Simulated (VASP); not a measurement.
# NaF (Villiaumite): the band gap, functional by functional, part 2 of 2

Aim: the gap of NaF (Villiaumite) on one structure at many levels of theory. The starting structure is a measured crystal structure from the Crystallography Open Database. Cell and atoms stay as given. Meshes and data sets differ where the inputs say so.

VASP 6.6.1.

Results so far: LDA 5.940 eV; PBE 6.281 eV; r2SCAN 7.152 eV; TB-mBJ 11.034 eV.

## (6) Bands with HSE06

Level of this step: HSE06; plane waves and PAW (Na_pv, F) (VASP).

HSE06 mixes in a quarter of exact exchange at short range, at far higher cost; in semiconductors this cures much of the gap error, while metals seldom gain. This run uses a 5×5×5 mesh. Its starting orbitals come from a semilocal run on the same mesh, not shown.

INCAR

```
SYSTEM = NaF
PREC = Accurate
ENCUT = 460
EDIFF = 1E-06
NELM = 100
ISMEAR = 0
SIGMA = 0.03
LREAL = .FALSE.
ALGO = Normal
LHFCALC = .TRUE.
AEXX = 0.25
GGA = PE
HFSCREEN = 0.2
LASPH = .TRUE.
NBANDS = 13
PRECFOCK = Fast
LORBIT = 11
LWAVE = .FALSE.
LCHARG = .FALSE.
KPAR = 4
```

POSCAR

```
NaF
1.0
    0.0000000000      2.3200000000      2.3200000000
    2.3200000000      0.0000000000      2.3200000000
    2.3200000000      2.3200000000      0.0000000000
Na F
1 1
Direct
    0.0000000000      0.0000000000      0.0000000000
    0.5000000000      0.5000000000      0.5000000000
```

KPOINTS

```
Automatic mesh
0
Gamma
5 5 5
0 0 0
```

KPOINTS_OPT

```
Line mode
10
Line-mode
Reciprocal
  0.00000000   0.00000000   0.00000000 GAMMA
  0.50000000   0.00000000   0.50000000 X

  0.50000000   0.00000000   0.50000000 X
  0.50000000   0.25000000   0.75000000 W

  0.50000000   0.25000000   0.75000000 W
  0.37500000   0.37500000   0.75000000 K

  0.37500000   0.37500000   0.75000000 K
  0.00000000   0.00000000   0.00000000 GAMMA

  0.00000000   0.00000000   0.00000000 GAMMA
  0.50000000   0.50000000   0.50000000 L

  0.50000000   0.50000000   0.50000000 L
  0.62500000   0.25000000   0.62500000 U

  0.62500000   0.25000000   0.62500000 U
  0.50000000   0.25000000   0.75000000 W

  0.50000000   0.25000000   0.75000000 W
  0.50000000   0.50000000   0.50000000 L

  0.50000000   0.50000000   0.50000000 L
  0.37500000   0.37500000   0.75000000 K

  0.62500000   0.25000000   0.62500000 U
  0.50000000   0.00000000   0.50000000 X
```

The projector-augmented-wave data sets are Na_pv and F (PBE family, release 64).

Launch:

```console
mpirun -np 4 vasp_std
```

Numbers of over 12 decimals in the logs are rounded to 6 here.

The program printed:

```text
[banner, memory and clock lines left out]
running    4 mpi-ranks, on    1 nodes
[...]
LDA part: xc-table for (Slater+PW92), standard interpolation
 found WAVECAR, reading the header
 POSCAR, INCAR and KPOINTS ok, starting setup
[...]
reading WAVECAR
 the WAVECAR file was read successfully
 initial charge from wavefunction
 entering main loop
       N       E                     dE             d eps       ncg     rms          rms(c)
DAV:   1    -0.103748580745E+02   -0.10375E+02   -0.86793E-01   337   0.973E+00    0.120E+00
DAV:   2    -0.103410075087E+02    0.33851E-01   -0.62459E-02   260   0.345E+00    0.435E-01
DAV:   3    -0.103386120092E+02    0.23955E-02   -0.26187E-02   305   0.166E+00    0.274E-01
DAV:   4    -0.103384802434E+02    0.13177E-03   -0.83560E-04   305   0.693E-01    0.168E-01
DAV:   5    -0.103382582671E+02    0.22198E-03   -0.45285E-04   305   0.388E-01    0.750E-02
DAV:   6    -0.103382331348E+02    0.25132E-04   -0.61115E-05   260   0.976E-02    0.400E-02
[...]
DAV:   8    -0.103382195441E+02    0.16787E-05   -0.43891E-06   260   0.353E-02    0.155E-02
DAV:   9    -0.103382198316E+02   -0.28744E-06   -0.15527E-06   260   0.179E-02
   1 F= -.10338220E+02 E0= -.10338220E+02  d E =-.143587E-26
 Start KPOINTS_OPT (optional k-point list driver)
k-point batch [1-10\100]
       N       E                     dE             ncg
DAV:   1    -0.899340769918E+03   -0.40158E+04      260
DAV:   2    -0.212916130883E+04   -0.12298E+04      275
DAV:   3    -0.219180178330E+04   -0.62640E+02      310
DAV:   4    -0.219266215609E+04   -0.86037E+00      300
DAV:   5    -0.219267054597E+04   -0.83899E-02      335
DAV:   6    -0.219267066994E+04   -0.12397E-03      335
DAV:   7    -0.219267067238E+04   -0.24422E-05      309
DAV:   8    -0.219267067245E+04   -0.70856E-07      230
[...]
k-point batch [91-100\100]
       N       E                     dE             ncg
DAV:   1    -0.916975768574E+03   -0.67735E+04      265
DAV:   2    -0.214983923057E+04   -0.12329E+04      305
DAV:   3    -0.221232029849E+04   -0.62481E+02      290
DAV:   4    -0.221311084262E+04   -0.79054E+00      305
DAV:   5    -0.221311775246E+04   -0.69098E-02      320
DAV:   6    -0.221311785588E+04   -0.10342E-03      310
DAV:   7    -0.221311785778E+04   -0.19021E-05      286
DAV:   8    -0.221311785785E+04   -0.67483E-07      230
```

Run time: 6 min. Hardware: 4 MPI ranks of AMD EPYC 7R43, shared host; peak memory 0.85 GiB; 23 min of CPU time.

OUTCAR, selected parts (step 6):

```text
 POSITION                                       TOTAL-FORCE (eV/Angst)
 -----------------------------------------------------------------------------------
      0.00000      0.00000      0.00000        -0.000000     -0.000000      0.000000
      2.32000      2.32000      2.32000         0.000000      0.000000     -0.000000
 -----------------------------------------------------------------------------------
    total drift:                                0.000000      0.000000     -0.000000

  FREE ENERGIE OF THE ION-ELECTRON SYSTEM (eV)
  ---------------------------------------------------
  free  energy   TOTEN  =       -10.3382198316 eV

  energy  without entropy=      -10.3382198316  energy(sigma->0) =      -10.33821983

[... 1 part as in an earlier step ...]

[... 2 further parts left out ...]
[key lines of the parts left out:]
E-fermi :  -3.5784
```

HSE06 gives a direct gap of 8.455 eV. The least gap is +2.515 eV from that of LDA, on another mesh, which alone can move a gap by some hundredths of an eV.

## (7) Bands with PBE0

PBE0 keeps a quarter of exact exchange at all ranges; it tends to overshoot small gaps. This run uses a 5×5×5 mesh. It starts from the orbitals of an earlier run, not shown.

INCAR: that of step 6 with these lines changed.

```diff
@@ -12,3 +12,2 @@
 GGA = PE
-HFSCREEN = 0.2
 LASPH = .TRUE.
@@ -16,2 +15,3 @@
 PRECFOCK = Fast
+HFRCUT = -1
 LORBIT = 11
```

POSCAR is that of step 6.

KPOINTS is that of step 6.

KPOINTS_OPT is that of step 6.

Launch:

```console
mpirun -np 4 vasp_std
```

The program printed:

```text
[banner, memory and clock lines left out]
running    4 mpi-ranks, on    1 nodes
[...]
LDA part: xc-table for (Slater+PW92), standard interpolation
 found WAVECAR, reading the header
 POSCAR, INCAR and KPOINTS ok, starting setup
[...]
HFRCUT set to (new)   9.066475
 reading WAVECAR
 the WAVECAR file was read successfully
 initial charge from wavefunction
 entering main loop
       N       E                     dE             d eps       ncg     rms          rms(c)
DAV:   1    -0.108734631705E+02   -0.10873E+02   -0.81702E-01   337   0.957E+00    0.115E+00
DAV:   2    -0.108461405723E+02    0.27323E-01   -0.52670E-02   260   0.325E+00    0.462E-01
DAV:   3    -0.108424691600E+02    0.36714E-02   -0.27337E-02   305   0.172E+00    0.258E-01
DAV:   4    -0.108426624467E+02   -0.19329E-03   -0.11705E-03   300   0.672E-01    0.173E-01
DAV:   5    -0.108424141016E+02    0.24835E-03   -0.41545E-04   305   0.410E-01    0.781E-02
DAV:   6    -0.108423977027E+02    0.16399E-04   -0.98186E-05   260   0.121E-01    0.392E-02
[...]
DAV:   8    -0.108423870847E+02    0.12314E-05   -0.48583E-06   260   0.398E-02    0.152E-02
DAV:   9    -0.108423877691E+02   -0.68440E-06   -0.16015E-06   260   0.196E-02
   1 F= -.10842388E+02 E0= -.10842388E+02  d E =-.316961E-19
 Start KPOINTS_OPT (optional k-point list driver)
k-point batch [1-10\100]
       N       E                     dE             ncg
DAV:   1    -0.935800168517E+03   -0.40523E+04      260
DAV:   2    -0.218562564711E+04   -0.12498E+04      275
DAV:   3    -0.224827283406E+04   -0.62647E+02      310
DAV:   4    -0.224913480812E+04   -0.86197E+00      300
DAV:   5    -0.224914330940E+04   -0.85013E-02      335
DAV:   6    -0.224914343927E+04   -0.12986E-03      335
DAV:   7    -0.224914344187E+04   -0.26090E-05      301
DAV:   8    -0.224914344197E+04   -0.95071E-07      235
[...]
k-point batch [91-100\100]
       N       E                     dE             ncg
DAV:   1    -0.960317657346E+03   -0.68168E+04      265
DAV:   2    -0.220657870987E+04   -0.12463E+04      305
DAV:   3    -0.226898943732E+04   -0.62411E+02      290
DAV:   4    -0.226978295370E+04   -0.79352E+00      305
DAV:   5    -0.226979000425E+04   -0.70505E-02      320
DAV:   6    -0.226979011184E+04   -0.10760E-03      310
DAV:   7    -0.226979011385E+04   -0.20012E-05      291
DAV:   8    -0.226979011392E+04   -0.71670E-07      225
```

The job ended after 6.2 min (4 MPI ranks; peak memory 0.52 GiB; 23 min of CPU time).

From OUTCAR (step 7):

```text
 POSITION                                       TOTAL-FORCE (eV/Angst)
 -----------------------------------------------------------------------------------
      0.00000      0.00000      0.00000        -0.000000     -0.000000     -0.000000
      2.32000      2.32000      2.32000         0.000000      0.000000      0.000000
 -----------------------------------------------------------------------------------
    total drift:                                0.000000      0.000000      0.000000

  FREE ENERGIE OF THE ION-ELECTRON SYSTEM (eV)
  ---------------------------------------------------
  free  energy   TOTEN  =       -10.8423877691 eV

  energy  without entropy=      -10.8423877691  energy(sigma->0) =      -10.84238777

[... 2 parts as in an earlier step ...]

[... 1 further part left out ...]
[key lines of the parts left out:]
E-fermi :  -4.0173
```

PBE0 gives a direct gap of 9.200 eV. The least gap is +3.260 eV from that of LDA, on another mesh, which alone can move a gap by some hundredths of an eV.

## (8) Bands with r2SCAN-EpsX

Here the share of exact exchange is set to the inverse of the computed dielectric constant, since screening weakens exchange. This run uses a 5×5×5 mesh. It starts from the orbitals of an earlier run, not shown.

INCAR: that of step 7 with these lines changed.

```diff
@@ -10,4 +10,4 @@
 LHFCALC = .TRUE.
-AEXX = 0.25
-GGA = PE
+AEXX = 0.527
+METAGGA = R2SCAN
 LASPH = .TRUE.
```

POSCAR is that of step 7.

KPOINTS is that of step 7.

KPOINTS_OPT is that of step 7.

Launch:

```console
mpirun -np 4 vasp_std
```

The program printed:

```text
[banner, memory and clock lines left out]
running    4 mpi-ranks, on    1 nodes
[...]
[... a notice as in an earlier step ...]

 LDA part: xc-table for (None), standard interpolation
 found WAVECAR, reading the header
 POSCAR, INCAR and KPOINTS ok, starting setup
[...]
HFRCUT set to (new)   9.066475
 reading WAVECAR
 the WAVECAR file was read successfully
 initial charge from wavefunction
 entering main loop
       N       E                     dE             d eps       ncg     rms          rms(c)
DAV:   1    -0.153781807115E+02   -0.15378E+02   -0.17968E+00   260   0.152E+01    0.128E+00
DAV:   2    -0.153882173715E+02   -0.10037E-01   -0.10089E-01   260   0.384E+00    0.828E-01
DAV:   3    -0.153644079572E+02    0.23809E-01   -0.45523E-02   305   0.258E+00    0.352E-01
DAV:   4    -0.153655623414E+02   -0.11544E-02   -0.14002E-02   300   0.127E+00    0.305E-01
[...]
DAV:  11    -0.153645846600E+02    0.19260E-05   -0.73610E-07   214   0.101E-02    0.560E-03
DAV:  12    -0.153645835127E+02    0.11473E-05   -0.26861E-07   130   0.669E-03    0.299E-03
DAV:  13    -0.153645828465E+02    0.66615E-06   -0.12823E-07   130   0.451E-03
   1 F= -.15364583E+02 E0= -.15364583E+02  d E =-.398279E-39
 Start KPOINTS_OPT (optional k-point list driver)
k-point batch [1-10\100]
       N       E                     dE             ncg
DAV:   1    -0.122229248509E+04   -0.43388E+04      265
DAV:   2    -0.268681241761E+04   -0.14645E+04      280
DAV:   3    -0.276105104768E+04   -0.74239E+02      310
DAV:   4    -0.276234533200E+04   -0.12943E+01      320
DAV:   5    -0.276235891257E+04   -0.13581E-01      320
DAV:   6    -0.276235913355E+04   -0.22098E-03      325
DAV:   7    -0.276235913857E+04   -0.50211E-05      320
DAV:   8    -0.276235913870E+04   -0.12677E-06      245
[...]
k-point batch [91-100\100]
       N       E                     dE             ncg
DAV:   1    -0.131978437983E+04   -0.71763E+04      275
DAV:   2    -0.271288258076E+04   -0.13931E+04      285
DAV:   3    -0.278281896073E+04   -0.69936E+02      310
DAV:   4    -0.278398673130E+04   -0.11678E+01      310
DAV:   5    -0.278399787072E+04   -0.11139E-01      320
DAV:   6    -0.278399804244E+04   -0.17172E-03      315
DAV:   7    -0.278399804589E+04   -0.34433E-05      312
DAV:   8    -0.278399804598E+04   -0.87912E-07      235
```

It took 5.8 min on 4 MPI ranks; peak memory 0.52 GiB; 23 min of CPU time.

Parts of OUTCAR (step 8):

```text
 POSITION                                       TOTAL-FORCE (eV/Angst)
 -----------------------------------------------------------------------------------
      0.00000      0.00000      0.00000        -0.000000      0.000000     -0.000000
      2.32000      2.32000      2.32000         0.000000     -0.000000      0.000000
 -----------------------------------------------------------------------------------
    total drift:                                0.000000      0.000000      0.000000

  FREE ENERGIE OF THE ION-ELECTRON SYSTEM (eV)
  ---------------------------------------------------
  free  energy   TOTEN  =       -15.3645828465 eV

  energy  without entropy=      -15.3645828465  energy(sigma->0) =      -15.36458285

[... 2 parts as in an earlier step ...]

[... 1 further part left out ...]
[key lines of the parts left out:]
E-fermi :  -6.5509
```

r2SCAN-EpsX gives a direct gap of 12.689 eV. The least gap is +6.749 eV from that of LDA, on another mesh, which alone can move a gap by some hundredths of an eV.

## (9) All runs side by side

```
      level  gap (eV)  least direct gap (eV)   mesh  core minutes
        LDA      5.94                   5.94  8×8×8          0.56
        PBE     6.281                  6.282  8×8×8         0.547
     r2SCAN     7.152                  7.152  8×8×8          2.33
     TB-mBJ    11.034                 11.034  8×8×8           2.6
      HSE06     8.455                  8.455  5×5×5          23.9
       PBE0       9.2                  9.201  5×5×5          24.7
r2SCAN-EpsX    12.689                 12.689  5×5×5          23.0
```

Core minutes are wall time times ranks of the run shown, on a shared host.

## (10) Summary of results

```yaml
gap_lda: 5.940 eV
gap_pbe: 6.281 eV
gap_r2scan: 7.152 eV
gap_tb_mbj: 11.034 eV
gap_hse06: 8.455 eV
gap_pbe0: 9.200 eV
gap_r2scan_epsx: 12.689 eV
```

**Reading.** Without spin-orbit coupling the gap of NaF (Villiaumite) runs from 5.940 eV (LDA) to 12.689 eV (r2SCAN-EpsX). HSE06 gives +2.17 eV from PBE, on another mesh, which alone can move a gap by some hundredths of an eV. TB-mBJ lies +2.58 eV from HSE06, on another mesh, which alone can move a gap by some hundredths of an eV. These are gaps between Kohn-Sham or generalised Kohn-Sham levels of a static lattice, without excitons or temperature. Further runs on this material are not shown.

[Lines on the potential files, build, host, timing and source positions are cut from VASP's logs without a mark.]

[Logs are printed without paths, hosts, clocks, repeated set-up lines and the standing remarks that a program may print on its own settings, such as how far it seeks lower states.]

[Hosts, paths, dates, database ids (printed as entryN), source tags and the programs' standing remarks are cut or masked in the printed files.]
